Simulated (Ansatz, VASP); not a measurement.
# Cross-check of SnPb2 between VASP and Ansatz

Wanted: the spread between two codes on one cell, functional and k mesh. The cell is generated by rule, not measured, and may not be a known phase. The cell is taken from a series of runs on this material, whose earlier steps may have relaxed, scaled, displaced or heated it; both programs get it as it stands.

Main program and level: Ansatz 0.2.0; plane waves, with VASP 6.6.1 beside it; relaxation of cell and atoms at PBEsol and zone-centre phonons at PBEsol.

The structure was built from a prototype and need not be the compound's stable phase.

### Step 1. Starting point

Symmetry: Fm-3m, No. 225, cubic system. Conventional cell: a = 7.380 Å, b = 7.380 Å, c = 7.380 Å, α = 90.00°, β = 90.00°, γ = 90.00°. Sn has 8 Pb at 3.20 Å nearest. Nearest to Pb lie 4 Sn at 3.20 Å. Farther neighbours are not listed.

### Step 2. Ansatz: relaxation of cell and atoms, PBEsol

Ansatz runs on its default PAW (the set named soft_2) files.

The relaxed volume is the usual yardstick between codes: in a stiff, nearly cubic crystal its relative difference is about their pressure difference at one cell divided by the bulk modulus.

input.yaml

```yaml
crystal:
  lattice:
    - [0.0, 3.6901472405, 3.6901472405]
    - [3.6901472405, 0.0, 3.6901472405]
    - [3.6901472405, 3.6901472405, 0.0]
  atoms:
    - { symbol: Sn, position: [0.0, 0.0, 0.0] }
    - { symbol: Pb, position: [0.25, 0.25, 0.25] }
    - { symbol: Pb, position: [0.75, 0.75, 0.75] }
kpoints:
  mp_grid: { grid: [8, 8, 8] }
hamiltonian:
  xc: pbesol
scf:
  occupations: { method: methfessel_paxton, width: 0.15 }
output:
  forces: true
  stress: true
  eigenvalues: true
relax:
  adjacent_minimum: "off"
  f_tol: 0.001
  max_steps: 60
  cell: { stress_tol: 0.01 }
```

On the command line:

```bash
$ ansatz run input.yaml --threads 4 --pin off --max-ram 7168MiB --backend cpu --events-out ev --progress --plain --runs-dir out
```

Numbers of over 12 decimals in the logs are rounded to 6 here.

Log:

```text
Engine: ansatz 0.2.0, aarch64-unknown-linux-gnu
Pseudopotentials: kind: paw
Pseudopotential: Sn, paw, valence charge 14, recommended cutoff 420 eV (normal), Sn.paw.azcp
Pseudopotential: Pb, paw, valence charge 14, recommended cutoff 420 eV (normal), Pb.paw.azcp
Functional definition: PBEsol
  exchange = pbesol_x
  correlation = pbesol_c
Crystal: 3 atoms, lattice volume = 100.499 Å³
Basis set: ecut = 420 eV, 1989 PW (Γ), exchange–correlation on 72×72×72 points (8 copies of the dense FFT grid, shifted against one another)
Bands: 26, of which v1, the nominal top of the filled ones, is band 21 counted from 1 (20 counted from 0)
Symmetry: 48 space group operations
Space group: Fm-3m (ITA 225), of the structure as read, at distance tolerance 4.6e-5 Å
k-points: 29 of 512
Non-local potential: Sn, projectors of the file, l = 0: 2, l = 1: 2, l = 2: 2, l = 3: 2
Non-local potential: Pb, projectors of the file, l = 0: 2, l = 1: 2, l = 2: 2, l = 3: 2
PAW form: soft (Blöchl's): semilocal exchange-correlation on the pseudo side does not see the compensation charge
PAW frozen core: Sn, regenerated for the run's functional, and the local potential with it (the file was generated under x = pbe(κ = 0.804, μ = 0.219515), c = pbe(β = 0.066725))
PAW frozen core: Pb, regenerated for the run's functional, and the local potential with it (the file was generated under x = pbe(κ = 0.804, μ = 0.219515), c = pbe(β = 0.066725))
PAW one-centre angular grid: Sn, 590 points (default); XC on 64 Gauss nodes
PAW one-centre angular grid: Pb, 590 points (default); XC on 64 Gauss nodes
Initial density: superposition of atomic densities (neutral atoms: chi_scale 0, normalization atom), corrected by the library's trained network
Initial wavefunctions: pseudopotential atomic-orbital guess
Functional: x = pbesol(κ = 0.804, μ = 0.123457), c = pbesol(β = 0.046)
SCF iter   1: F=—  HF=-29459.355480 eV  |F-HF|=—  |Δ(HF+E_count)|=         —  Δρ=2.45e-3  dr2=5.84e-3  ethr=1.77e-3  ⟨swp⟩=6.7  Hψ=3612  notcnv=0
preconditioner: auto → LDOS  [metal: Δε(μ)=0.088 eV  Ē_g=17.165 eV  σ=0.150 eV  W_gap=0.46  n_scr=14 (ndim 8)  ℏωp=24.0 eV  f_vac=0.049  D(μ)=2.25/eV (n_scr^D=14)  β→1.0]
SCF iter   2: F=—  HF=-29459.352119 eV  |F-HF|=—  |Δ(HF+E_count)|=   3.36e-3  S|Δr|=    0.00e0  Δρ=7.78e-4  dr2=9.16e-4  ethr=1.39e-5  ⟨swp⟩=2.0  Hψ=1544  notcnv=0
SCF iter   3: F=—  HF=-29459.351798 eV  |F-HF|=—  |Δ(HF+E_count)|=   3.21e-4  S|Δr|=    0.00e0  Δρ=3.97e-4  dr2=1.47e-4  ethr=2.18e-6  ⟨swp⟩=2.0  Hψ=1354  notcnv=0
SCF iter   4: F=—  HF=-29459.351746 eV  |F-HF|=—  |Δ(HF+E_count)|=   5.12e-5  S|Δr|=    0.00e0  Δρ=9.71e-5  dr2=1.18e-5  ethr=3.49e-7  ⟨swp⟩=2.2  Hψ=1249  notcnv=0
SCF iter   5: F=—  HF=-29459.351746 eV  |F-HF|=—  |Δ(HF+E_count)|=   2.10e-7  S|Δr|=    0.00e0  Δρ=2.25e-5  dr2=9.38e-7  ethr=2.80e-8  ⟨swp⟩=2.8  Hψ=1297  notcnv=0
SCF iter   6: F=-29459.351746 eV  HF=-29459.351746 eV  |F-HF|=1.93e-8  |Δ(HF+E_count)|=   1.87e-7  S|Δr|=    0.00e0  Δρ=5.42e-6  dr2=2.63e-8  ethr=2.38e-10  ⟨swp⟩=6.9  Hψ=4115  notcnv=0
SCF 1 converged in 6 iterations: F = -29459.351746 eV  dr2 = 2.63e-8
  greatest PAW one-centre occupation: 0.991 electrons in one spin orbital (limit 2), on the Sn atom at site 0 (counted from 0), in its partial waves of l = 2
relax step   1: F+E_penalty+E_count = -29459.35174602 eV  Δ(F+E_penalty+E_count) = +0.000e0 eV  max|allowed force component| = 1.542e-17 eV/Å  Δτ_max = 0.0000 Å  P = -0.002 GPa  Ω = 100.499 Å³  (6 SCF iters, dr2 threshold 1.00e-7 eV, accepted)
Initial density: handed on by an earlier stage of this run
Initial wavefunctions: pseudopotential atomic-orbital guess (no wavefunctions were taken with the density)
iter 1 solved again at ethr=2.04e-7 eV; its pass at ethr=3.10e-3 eV (dr2=8.58e-5 eV) is discarded
SCF iter   1: F=—  HF=-29459.351748 eV  |F-HF|=—  |Δ(HF+E_count)|=         —  Δρ=6.11e-6  dr2=3.03e-8  ethr=2.04e-7  ⟨swp⟩=3.1  Hψ=5748  notcnv=0
eigensolver tolerance schedule: the retry pair's looser diagonalisation over-reported the residual by 2833.30 of it (diagonalisation noise at 0.23 of the residual, at the tolerance the schedule requests for it); recorded, not acted on — ethr = c·dr2/N_el stays at c = 1.0e-1
preconditioner: auto → LDOS  [metal: Δε(μ)=0.086 eV  Ē_g=17.193 eV  σ=0.150 eV  W_gap=0.45  n_scr=14 (ndim 8)  ℏωp=24.0 eV  f_vac=0.050  D(μ)=2.34/eV (n_scr^D=14)  β→1.0]
SCF iter   2: F=—  HF=-29459.351746 eV  |F-HF|=—  |Δ(HF+E_count)|=   2.08e-6  S|Δr|=    0.00e0  Δρ=5.55e-6  dr2=2.92e-8  ethr=7.21e-11  ⟨swp⟩=3.2  Hψ=1863  notcnv=0
SCF iter   3: F=—  HF=-29459.351746 eV  |F-HF|=—  |Δ(HF+E_count)|=   1.31e-8  S|Δr|=    0.00e0  Δρ=9.76e-7  dr2=1.75e-9  ethr=6.96e-11  ⟨swp⟩=2.0  Hψ=1357  notcnv=0
SCF iter   4: F=—  HF=-29459.351746 eV  |F-HF|=—  |Δ(HF+E_count)|=  1.75e-10  S|Δr|=    0.00e0  Δρ=4.17e-7  dr2=1.27e-10  ethr=4.16e-12  ⟨swp⟩=2.0  Hψ=1369  notcnv=0
SCF iter   5: F=—  HF=-29459.351746 eV  |F-HF|=—  |Δ(HF+E_count)|=  5.82e-11  S|Δr|=    0.00e0  Δρ=2.09e-7  dr2=3.40e-11  ethr=1.00e-12  ⟨swp⟩=2.0  Hψ=1362  notcnv=0
SCF iter   6: F=—  HF=-29459.351746 eV  |F-HF|=—  |Δ(HF+E_count)|=  3.64e-12  S|Δr|=    0.00e0  Δρ=5.43e-8  dr2=2.29e-12  ethr=1.00e-12  ⟨swp⟩=1.0  Hψ=754  notcnv=0
SCF iter   7: F=-29459.351746 eV  HF=-29459.351746 eV  |F-HF|=3.64e-12  |Δ(HF+E_count)|=    0.00e0  S|Δr|=    0.00e0  Δρ=5.11e-9  dr2=6.01e-14  ethr=1.00e-12  ⟨swp⟩=5.7  Hψ=3071  notcnv=0
SCF 2 converged in 7 iterations: F = -29459.351746 eV  dr2 = 6.01e-14
relax step   2: F+E_penalty+E_count = -29459.35174603 eV  Δ(F+E_penalty+E_count) = -8.982e-9 eV  max|allowed force component| = 9.252e-18 eV/Å  Δτ_max = 0.0000 Å  P = -0.002 GPa  Ω = 100.499 Å³  stress off target by 2.49e-3 GPa  SCF on the basis re-selected at this cell (its energy is not comparable with the rows above)  (7 SCF iters)
basis re-selected at this cell: Δ(F+E_penalty+E_count) = -8.982e-9 eV, ΔP = -0.000 GPa vs the last step (what re-selecting the basis moved, of the pressure what is left beyond the Pulay correction that the steps carried, after the strain that the cell walked since its last selection, with what the two solves' SCF thresholds leave and, on support functions, any second-order correction that the steps lacked; it is no m [...]
SCF converged after 7 iterations
Stability not checked: this state was not tested for a lower state beside it, because cold or Methfessel-Paxton smearing, or corrected tetrahedra, fill the levels in a way that the test cannot read (fill_not_monotonic; see scf.lower_state_search)
Free energy (F): -29459.351746 eV
Harris-Foulkes:  -29459.351746 eV  (|F-HF|=3.64e-12)
Internal energy: -29459.349635 eV  (E = F + TS)
E sigma→0 (E₀):  -29459.351218 eV
Entropy (-TS):   -0.002111 eV (-0.704 meV/atom)
Fermi energy:    8.857461 eV
--- Per-component energies (eV) ---
  E_band       = -236.398498
  E_kinetic    = 764.923369
  E_local      = -3401.406158  (includes V_loc(G=0)·N_el)
  E_nonlocal   = 672.536119
  E_hartree    = 1556.720389
  E_xc         = -817.323549
  E_vxc        = -362.358156  (∫ρ·V_xc dr)
  E_paw        = -24575.160258  (= ΣΔE_a)
  E_vpaw       = -1023.534553  (= ΣTr[D̂ρ^β])
  E_aug_tail   = 0.000088  (compensation charges beyond the density's cutoff)
  E_ewald      = -3660.048709
  E_core_change = 0.409073  (= ΣΔE_core)
  E_smearing   = -0.002111  (= −TS)
  E_closure    = -0.000000  (closes the sum)
  Σ components = -29459.351746   (vs F -29459.351746, Δ=0.00e0)
--- Forces (eV/Å), atoms counted from 1 ---
  atom   1  Sn     0.00000000    -0.00000000     0.00000000
  atom   2  Pb    -0.00000000     0.00000000    -0.00000000
  atom   3  Pb     0.00000000     0.00000000    -0.00000000
  max |Σ_I F_I| component: 2.78e-17 eV/Å
--- Stress (GPa, compression-positive) ---
       -0.002489      -0.000000       0.000000
       -0.000000      -0.002489       0.000000
        0.000000       0.000000      -0.002489
  P = ⅓ Tr σ = -0.0025 GPa (-0.025 kbar)
--- Band table (eV; the first three rows and the last of 29) ---
  k-point 0: bands = [... 17 lower, 5.2657, 8.0780, 8.0780, 8.0780, 8.4158, 8.4158, 8.4158, 12.2197, ... 1 higher]
  k-point 1: bands = [... 17 lower, 4.8240, 7.5922, 7.7018, 7.7018, 8.7967, 8.7967, 9.7807, 11.9152, ... 1 higher]
  k-point 2: bands = [... 17 lower, 4.0512, 7.3278, 7.3278, 7.7558, 9.0469, 9.0469, 10.9608, 12.1843, ... 1 higher]
  k-point 28: bands = [... 17 lower, 1.3444, 5.0776, 7.9191, 7.9191, 9.6033, 11.3876, 12.9727, 13.2884, ... 1 higher]
--- Relaxed structure (1 steps of the walk, 1 accepted, 1 SCFs on fresh bases) ---
  F+E_penalty+E_count = -29459.35174603 eV   max|allowed force component| = 9.252e-18 eV/Å   (the final SCF, on the basis selected at the relaxed cell)
  cell:  # Å, volume = 100.4988 Å³
    - [0.0, 3.6901472405, 3.6901472405]
    - [3.6901472405, 0.0, 3.6901472405]
    - [3.6901472405, 3.6901472405, 0.0]
  atoms:
    - { symbol: Sn, position: [0.0, 0.0, 0.0] }
    - { symbol: Pb, position: [0.250000, 0.250000, 0.250000] }
    - { symbol: Pb, position: [0.750000, 0.750000, 0.750000] }
```

Reading the cycles: dr2 is the Hartree energy of the density residual (eV), the measure of convergence; HF is the Harris–Foulkes estimate of the energy, which meets the free energy F at convergence.

### Step 3. VASP: relaxation of cell and atoms, PBEsol

The same cell, functional, mesh and smearing now go to VASP, with its own data sets.

Lines of VASP's logs that name or quote its potential files are left out, and so is its time.

INCAR

```
SYSTEM = SnPb2
PREC = Accurate
ENCUT = 500
EDIFF = 1E-07
NELM = 120
ISMEAR = 1
SIGMA = 0.15
LREAL = .FALSE.
ALGO = Normal
GGA = PS
NBANDS = 27
LORBIT = 11
LWAVE = .FALSE.
LCHARG = .FALSE.
ISIF = 3
IBRION = 2
NSW = 80
EDIFFG = -0.005
LASPH = .TRUE.
GGA_COMPAT = .FALSE.
NELMIN = 4
KPAR = 2
```

POSCAR

```
SnPb2
1.0
    0.0000000000      3.6901470000      3.6901470000
    3.6901470000      0.0000000000      3.6901470000
    3.6901470000      3.6901470000      0.0000000000
Sn Pb
1 2
Direct
    0.0000000000      0.0000000000      0.0000000000
    0.2500000677      0.2500000677      0.2500000677
    0.7500000677      0.7500000677      0.7500000677
```

KPOINTS

```
Automatic mesh
0
Gamma
8 8 8
0 0 0
```

Potentials, in the order of the species: Sn_d and Pb_d (PBE family, release 64).

On the command line:

```bash
$ mpirun -np 2 vasp_std
```

Log:

```text
[banner, memory and clock lines left out]
running    2 mpi-ranks, on    1 nodes
 distrk:  each k-point on    1 cores,    2 groups
 distr:  one band on    1 cores,    1 groups

 POSCAR found type information on POSCAR SnPb
 POSCAR found :  2 types and       3 ions
|                                                                             |
|               ----> ADVICE to this user running VASP <----                  |
|                                                                             |
|     You enforced a specific xc type in the INCAR file but a different       |
|     [... a line on the potential file left out ...]
|     I HOPE YOU KNOW WHAT YOU ARE DOING!                                     |
|                                                                             |

 LDA part: xc-table for (Slater+PW92), standard interpolation
 POSCAR, INCAR and KPOINTS ok, starting setup
 FFT: planning ... GRIDC
 FFT: planning ... GRID_SOFT
 FFT: planning ... GRID
 WAVECAR not read
 entering main loop
       N       E                     dE             d eps       ncg     rms          rms(c)
DAV:   1     0.444404205339E+03    0.44440E+03   -0.20432E+04  1569   0.194E+03
DAV:   2     0.357547031224E+02   -0.40865E+03   -0.40352E+03  1566   0.496E+02
DAV:   3    -0.101160474221E+02   -0.45871E+02   -0.45153E+02  1924   0.190E+02
DAV:   4    -0.119580152280E+02   -0.18420E+01   -0.18394E+01  1803   0.438E+01
DAV:   5    -0.120445655329E+02   -0.86550E-01   -0.86544E-01  2306   0.882E+00    0.201E+00
DAV:   6    -0.119595541004E+02    0.85011E-01   -0.13201E-01  1908   0.371E+00    0.100E+00
DAV:   7    -0.119420616219E+02    0.17492E-01   -0.70192E-02  1902   0.218E+00    0.296E-01
DAV:   8    -0.119412559494E+02    0.80567E-03   -0.87899E-03  1888   0.111E+00    0.967E-02
DAV:   9    -0.119412434175E+02    0.12532E-04   -0.11607E-03  2094   0.411E-01    0.310E-02
DAV:  10    -0.119412448763E+02   -0.14588E-05   -0.16925E-04  2048   0.114E-01    0.951E-03
DAV:  11    -0.119412476974E+02   -0.28210E-05   -0.26656E-05  1940   0.467E-02    0.516E-03
DAV:  12    -0.119412467959E+02    0.90149E-06   -0.38451E-06  1836   0.230E-02    0.245E-03
DAV:  13    -0.119412470763E+02   -0.28043E-06   -0.40162E-07  1511   0.659E-03    0.776E-04
DAV:  14    -0.119412471664E+02   -0.90116E-07   -0.59346E-08  1091   0.168E-03
   1 F= -.11941247E+02 E0= -.11940549E+02  d E =-.119412E+02
 curvature:   0.00 expect dE= 0.000E+00 dE for cont linesearch  0.000E+00
 trial: gam= 0.00000 g(F)=  0.275E-40 g(S)=  0.607E-04 ort = 0.000E+00 (trialstep = 0.100E+01)
 search vector abs. value=  0.607E-04
 bond charge predicted
       N       E                     dE             d eps       ncg     rms          rms(c)
DAV:   1    -0.119427170376E+02   -0.14700E-02   -0.42302E-02  1931   0.304E+00    0.199E-01
DAV:   2    -0.119414758754E+02    0.12412E-02   -0.26168E-03  1905   0.760E-01    0.769E-02
DAV:   3    -0.119412706795E+02    0.20520E-03   -0.86400E-04  1931   0.404E-01    0.106E-02
DAV:   4    -0.119412706271E+02    0.52381E-07   -0.32392E-05  1803   0.549E-02    0.318E-03
DAV:   5    -0.119412712158E+02   -0.58866E-06   -0.28371E-06  2098   0.177E-02    0.194E-03
DAV:   6    -0.119412714419E+02   -0.22611E-06   -0.17615E-07  1025   0.597E-03    0.452E-04
DAV:   7    -0.119412715636E+02   -0.12171E-06   -0.52149E-08   813   0.296E-03    0.131E-04
DAV:   8    -0.119412715446E+02    0.19000E-07   -0.15270E-08   807   0.204E-03
   2 F= -.11941272E+02 E0= -.11940556E+02  d E =-.243782E-04
 trial-energy change:   -0.000024  1 .order   -0.000025   -0.000061    0.000010
 step:   0.8486(harm=  0.8599)  dis= 0.00000  next Energy=   -11.941272 (dE=-0.251E-04)
 reached required accuracy - stopping structural energy minimisation
```

Parts of OUTCAR (step 3):

```text
ion  position               nearest neighbor table
   1  0.000  0.000  0.000-   3 3.20   2 3.20   2 3.20   2 3.20   3 3.20   3 3.20   3 3.20   2 3.20

  LATTYP: Found a face centered cubic cell.
 ALAT       =     7.3802940000

 Subroutine GETGRP returns: Found 48 space group operations
 (whereof 48 operations were pure point group operations)

The static configuration has the point symmetry O_h .

 Found     29 irreducible k-points:

   k-points           NKPTS =     29   k-points in BZ     NKDIM =     29   number of bands    NBANDS=     27

   dimension x,y,z NGX =    40 NGY =   40 NGZ =   40
   dimension x,y,z NGXF=    80 NGYF=   80 NGZF=   80

   ENCUT  =  500.0 eV  36.75 Ry    6.06 a.u.   9.51  9.51  9.51*2*pi/ulx,y,z

   NELECT =      42.0000    total number of electrons

 k-points in reciprocal lattice and weights: Automatic mesh
   0.00000000  0.00000000  0.00000000       0.002
   0.12500000  0.00000000  0.00000000       0.016
   0.25000000  0.00000000  0.00000000       0.016
   0.37500000  0.00000000  0.00000000       0.016
   0.50000000  0.00000000  0.00000000       0.008
   0.12500000  0.12500000  0.00000000       0.012
   0.25000000  0.12500000  0.00000000       0.047
   0.37500000  0.12500000  0.00000000       0.047
   0.50000000  0.12500000  0.00000000       0.047
[...]
-0.37500000  0.50000000  0.12500000       0.023
  -0.25000000  0.50000000  0.25000000       0.012

 average (electrostatic) potential at core
       1-100.6869       2 -91.2881       3 -91.2881

 E-fermi :   5.9043

 k-point     1 :       0.0000    0.0000    0.0000
  band No.  band energies     occupation
    ...
     20       5.1227      2.00000
     21       5.1227      2.00000
     22       5.4619      2.00025
     23       5.4619      2.00025
     24       5.4619      2.00025
     25       9.2688      0.00000
     26       9.2688      0.00000
     27       9.2688      0.00000

 k-point     2 :       0.1250    0.0000    0.0000
  band No.  band energies     occupation
    ...
     19       4.6368      2.00000
     20       4.7462      2.00000
     21       4.7462      2.00000
     22       5.8430      1.63157
     23       5.8430      1.63157
     24       6.8289     -0.00000
     25       8.9637      0.00000
     26       9.1121      0.00000
     27       9.1121      0.00000

 k-point     3 :       0.2500    0.0000    0.0000
  band No.  band energies     occupation
    ...
     17      -1.4085      2.00000
     18       1.0954      2.00000
     19       4.3717      2.00000
     20       4.3717      2.00000
     21       4.8003      2.00000
     22       6.0933     -0.07055
     23       6.0933     -0.07055
     24       8.0100     -0.00000
     25       9.2344      0.00000
     26       9.2344      0.00000
    ...

  Total        0.0057813      0.0057813      0.0057813     -0.0000000     -0.0000000      0.0000000
  in kB        0.0923244      0.0923244      0.0923244     -0.0000000     -0.0000000      0.0000000
  external PRESSURE =       0.0923244 kB  Pullay stress =       0.0000000 kB

  energy-cutoff  :      500.00
  volume of cell :      100.33
      direct lattice vectors                 reciprocal lattice vectors
    -0.000000000  3.688041929  3.688041929    -0.135573296  0.135573296  0.135573296
     3.688041929 -0.000000000  3.688041929     0.135573296 -0.135573296  0.135573296
     3.688041929  3.688041929 -0.000000000     0.135573296  0.135573296 -0.135573296

 POSITION                                       TOTAL-FORCE (eV/Angst)
 -----------------------------------------------------------------------------------
      0.00000      0.00000      0.00000         0.000000     -0.000000      0.000000
      1.84402      1.84402      1.84402        -0.000000      0.000000     -0.000000
      5.53206      5.53206      5.53206        -0.000000     -0.000000      0.000000
 -----------------------------------------------------------------------------------
    total drift:                               -0.000770     -0.000770     -0.000770

  FREE ENERGIE OF THE ION-ELECTRON SYSTEM (eV)
  ---------------------------------------------------
  free  energy   TOTEN  =       -11.9412715446 eV

  energy  without entropy=      -11.9391235792  energy(sigma->0) =      -11.94055556

 reached required accuracy - stopping structural energy minimisation

 total charge
# of ion       s       p       d       tot
------------------------------------------
    1        1.249   1.034   9.965  12.248
    2        1.398   0.736   9.808  11.942
    3        1.398   0.736   9.808  11.942
--------------------------------------------------
tot          4.044   2.507  29.580  36.132

[... 3 further parts left out ...]
```

CONTCAR:

```
SnPb2
   1.00000000000000
    -0.0000000000000000    3.6880419290730160    3.6880419290730160
     3.6880419290730160   -0.0000000000000000    3.6880419290730160
     3.6880419290730160    3.6880419290730160   -0.0000000000000000
  Sn              Pb
     1     2
Direct
     0.0000000000000000    0.0000000000000000    0.0000000000000000
     0.2500000677000003    0.2500000677000003    0.2500000677000003
     0.7500000677000003    0.7500000677000003    0.7500000677000003
```

### Step 4. Comparison

Known differences besides the potentials themselves: the cutoff is 420 eV in Ansatz and 500 eV in VASP; Ansatz makes its cores anew for this functional, VASP keeps those of its PBE data sets; Ansatz adds a Pulay correction to the stress that steers its cell, VASP none. Total energies have different zeros and are not compared.

The two programs side by side:

| quantity | Ansatz | VASP | difference |
| --- | --- | --- | --- |
| volume (Å³) | 100.50 | 100.33 | +0.17 % |
| edge a after relaxation, in the typed setting (Å) | 5.219 | 5.216 | +0.06 % |

(Part 1 of 2 ends here.)

[Lines on the potential files, build, host, timing and source positions are cut from VASP's logs without a mark.]

[Logs are printed without paths, hosts, clocks, repeated set-up lines and the standing remarks that a program may print on its own settings, such as how far it seeks lower states.]

[Hosts, paths, dates, database ids (printed as entryN), source tags and the programs' standing remarks are cut or masked in the printed files.]
